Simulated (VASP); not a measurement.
The input files of a VASP run:

INCAR:
```
SYSTEM = GaN
PREC = Accurate
ENCUT = 600
EDIFF = 1E-7
NELM = 100
ALGO = Normal
LREAL = .FALSE.
LASPH = .TRUE.
ISMEAR = 0
SIGMA = 0.05
METAGGA = R2SCAN
LMIXTAU = .TRUE.
LMAXMIX = 4
LWAVE = .FALSE.
LCHARG = .FALSE.
ISIF = 3
IBRION = 2
NSW = 40
EDIFFG = -0.01
PSTRESS = 200
```

**KPOINTS**
```
Automatic
0
G
 8 8 4
0 0 0
```

### POSCAR
```
GaN
1.0
  1.5945742488  -2.7618835774   0.0000000000
  1.5945742488   2.7618835774   0.0000000000
  0.0000000000   0.0000000000   5.1906563632
Ga N
2 2
Cart
  1.5945742488  -0.9206297004   2.5958256437
  1.5945742488   0.9206297004   0.0004974621
  1.5945742488  -0.9206297004   4.5517081684
  1.5945742488   0.9206297004   1.9563799868
```

POTCAR, in this order: Ga_d N (PBE.64 set). Program: vasp_std.

Task: Write an equivalent input for Ansatz.

Result: One equivalent input (not run):
Ansatz 0.2 input:
```yaml
crystal:
  lattice:
    - [1.5945742, -2.7618836, 0.0000000]
    - [1.5945742, 2.7618836, 0.0000000]
    - [0.0000000, 0.0000000, 5.1906564]
  atoms:
    - { symbol: Ga, position: [0.6666670, 0.3333330, 0.5000958] }
    - { symbol: Ga, position: [0.3333330, 0.6666670, 0.0000958] }
    - { symbol: N, position: [0.6666670, 0.3333330, 0.8769042] }
    - { symbol: N, position: [0.3333330, 0.6666670, 0.3769042] }
kpoints:
  mp_grid: { grid: [8, 8, 4] }
hamiltonian:
  xc: r2scan
  pseudopotentials: { kind: paw }
scf:
  occupations: { method: gaussian, width: 0.05 }
  max_iter: 100
relax:
  max_steps: 40
  f_tol: 0.01
  cell: { p_target: 20 }
output: { forces: true, stress: true, eigenvalues: true }
```
The two are equivalent in intent, not identical: each code has its own PAW files, so the cut-off isn't converted (ENCUT is set for VASP's; basis.ecutwfc is left out, and Ansatz then takes the one that its files recommend); Ansatz stops its SCF on the density residual and VASP on the energy change (EDIFF).

The compound is GaN in the wurtzite structure. This run relaxes it under an external pressure of 20 GPa. Symmetry was kept, so distortions that lower it aren't found.
